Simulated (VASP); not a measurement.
The input files of a VASP run:

### KPOINTS
```
Regular mesh
0
G
8 8 7
0 0 0
```

### INCAR
```
NELM = 100   # most electronic steps
EDIFFG = -0.02
SIGMA = 0.1
LASPH = .TRUE.   # aspherical one-centre terms
ISMEAR = 1
EDIFF = 1E-6   # SCF stop (eV)
LREAL = .FALSE.
SYSTEM = YSi2
LWAVE = .FALSE.
NSW = 60
ISIF = 3
LCHARG = .FALSE.
ENCUT = 400   # plane-wave cut-off (eV)
PREC = Accurate
LMAXMIX = 4
ALGO = Normal
IBRION = 2   # conjugate gradients
```

### POSCAR
```
YSi2
1
    4.0151945092     0.0000000000     0.0000000000
   -2.0075972546     3.4772605675     0.0000000000
   -0.0000000000     0.0000000000     3.8778405331
Y Si
1 2
Direct
  0.0000000000   0.0000000000   0.0000000000
  0.3333330000   0.6666670000   0.5000000000
  0.6666670000   0.3333330000   0.5000000000
```

POTCAR, in this order: Y_sv Si (LDA.64 set). Program: vasp_std.

### Question
Write an equivalent input for Quantum ESPRESSO's pw.x.

### Answer
One equivalent input (not run):
```
&CONTROL
  calculation = 'vc-relax'
  pseudo_dir = './pseudo'
  outdir = './out'
  tprnfor = .true.
  tstress = .true.
  nstep = 60
  forc_conv_thr = 0.00078
/
&SYSTEM
  ibrav = 0
  nat = 3
  ntyp = 2
  ecutwfc = 72
  occupations = 'smearing'
  smearing = 'methfessel-paxton'
  degauss = 0.00735
  input_dft = 'pz'
/
&ELECTRONS
  conv_thr = 7.3e-08
  electron_maxstep = 100
/
&IONS
/
&CELL
/
ATOMIC_SPECIES
  Y 88.906 Y.upf
  Si 28.085 Si.upf
CELL_PARAMETERS angstrom
     4.0151945    0.0000000    0.0000000
    -2.0075973    3.4772606    0.0000000
    -0.0000000    0.0000000    3.8778405
ATOMIC_POSITIONS crystal
  Y    0.0000000  0.0000000  0.0000000
  Si   0.3333330  0.6666670  0.5000000
  Si   0.6666670  0.3333330  0.5000000
K_POINTS automatic
  8 8 7 0 0 0
```
The two are equivalent in intent, not identical: the potentials are each code's own (VASP's PAW set, PseudoDojo norm-conserving files in pw.x), so ENCUT and ecutwfc are chosen apart and not converted; conv_thr bounds pw.x's estimated SCF error, while EDIFF bounds the energy change between steps; forc_conv_thr acts on force components and is met together with etot_conv_thr.

The structure comes from a computed database's YSi2 entry (P6/mmm); how it stands against other phases isn't given here. This run relaxes it. Symmetry was kept, so distortions that lower it aren't found. The start is the result of an earlier pass.
